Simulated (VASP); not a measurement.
An input for Quantum ESPRESSO's pw.x (written as the equivalent of a VASP run, and not itself run):

```
&CONTROL
  calculation = 'vc-relax'
  pseudo_dir = './pseudo'
  outdir = './out'
  tprnfor = .true.
  tstress = .true.
  nstep = 40
  forc_conv_thr = 0.00078
/
&SYSTEM
  ibrav = 0
  nat = 4
  ntyp = 2
  ecutwfc = 80
  occupations = 'smearing'
  smearing = 'methfessel-paxton'
  degauss = 0.00735
  input_dft = 'pbesol'
/
&ELECTRONS
  conv_thr = 7.3e-08
  electron_maxstep = 100
/
&IONS
/
&CELL
  press = 100
/
ATOMIC_SPECIES
  In 114.818 In.upf
  Sb 121.760 Sb.upf
CELL_PARAMETERS angstrom
     3.9466359    0.0000000    0.0000000
    -1.9733180    3.4178869   -0.0000000
     0.0000000    0.0000000    7.1952832
ATOMIC_POSITIONS crystal
  In   0.0000000  0.0000000  1.0000000
  In   0.0000000  0.0000000  0.5000000
  Sb   0.3333330  0.6666670  0.2500000
  Sb   0.6666670  0.3333330  0.7500000
K_POINTS automatic
  9 9 5 0 0 0
```

Translate this input to VASP (INCAR, KPOINTS, POSCAR, choice of POTCAR).

Several could match; the one computed here: 
**KPOINTS**
```
Automatic
0
gamma
9 9 5
```

**POSCAR**
```
InSb
1.0
  3.9466359222   0.0000000000   0.0000000000
 -1.9733179610   3.4178868584   0.0000000000
  0.0000000000   0.0000000000   7.1952832119
In Sb
2 2
Direct
  0.0000000000   0.0000000000   1.0000000000
  0.0000000000   0.0000000000   0.5000000000
  0.3333330000   0.6666670000   0.2500000000
  0.6666670000   0.3333330000   0.7500000000
```

### INCAR
```
LCHARG  =  F
ISIF  =  3   ! ions, shape and volume
LASPH  =  T   ! aspherical one-centre terms
LMAXMIX  =  4
SYSTEM  =  InSb
EDIFFG  =  -0.02   ! ionic stop
LWAVE  =  F
ISMEAR  =  1
GGA  =  PS   ! PBEsol
NELM  =  100   ! most electronic steps
IBRION  =  2
EDIFF  =  1E-6
LREAL  =  F
SIGMA  =  0.1   ! width (eV)
PSTRESS  =  100   ! kbar
PREC  =  Accurate
NSW  =  40
ENCUT  =  500   ! plane-wave cut-off (eV)
ALGO  =  Normal
```

POTCAR, in this order: In_d Sb (PBE.64 set). Program: vasp_std.

What does not carry over: the potentials are each code's own (VASP's PAW set, PseudoDojo norm-conserving files in pw.x), so ENCUT and ecutwfc are chosen apart and not converted; conv_thr bounds pw.x's estimated SCF error, while EDIFF bounds the energy change between steps; forc_conv_thr acts on force components and is met together with etot_conv_thr.

The structure was generated: InSb was put into the NiAs type type (P6_3/mmc), which need not be its known phase. This run relaxes it under an external pressure of 10 GPa. Symmetry was kept, so distortions that lower it aren't found.
